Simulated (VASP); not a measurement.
**SrEuTe2 (space group R-3m): computed properties**

These are PBEsol GGA, VASP's PBE PAW potentials (set 64) (plane waves; VASP) values and carry that method's errors.

```json
{
 "space_group": "R-3m (166)",
 "cell": "a = 4.613 Å, b = 4.613 Å, c = 22.515 Å, α = 90.00°, β = 90.00°, γ = 120.00°",
 "volume_per_atom": "34.57 Å³/atom",
 "band gap (over mesh and band path)": "1.30 eV",
 "smallest direct gap (over mesh and band path)": "2.07 eV",
 "cell_moment": "0.00 μB",
 "band_edge_character_without_spin_orbit_coupling": "indirect, Γ to F",
 "band_gap_with_spin_orbit_coupling": "1.00 eV",
 "density": "5.94 g/cm³"
}
```

```yaml
crystal:
  lattice:
    - [2.30638, 1.33159, 7.50501]
    - [-2.30638, 1.33159, 7.50501]
    - [0.00000, -2.66318, 7.50501]
  atoms:
    - { symbol: Sr, position: [0.50000, 0.50000, 0.50000] }
    - { symbol: Eu, position: [0.00000, 0.00000, 0.00000] }
    - { symbol: Te, position: [0.74721, 0.74721, 0.74721] }
    - { symbol: Te, position: [0.25279, 0.25279, 0.25279] }
```

The 4f electrons are frozen in the core of the lanthanide potential, so 4f levels, which can set the real gap, and their magnetism are missing.  Unless said otherwise, spin-orbit coupling is left out, though it shifts the bands of the heavy elements here.

The structure comes from a computed database's SrEuTe2 entry (R-3m); how it stands against other phases isn't given here. It was relaxed first, which changed the volume by -6 %. Symmetry was kept, so distortions that lower it aren't found.
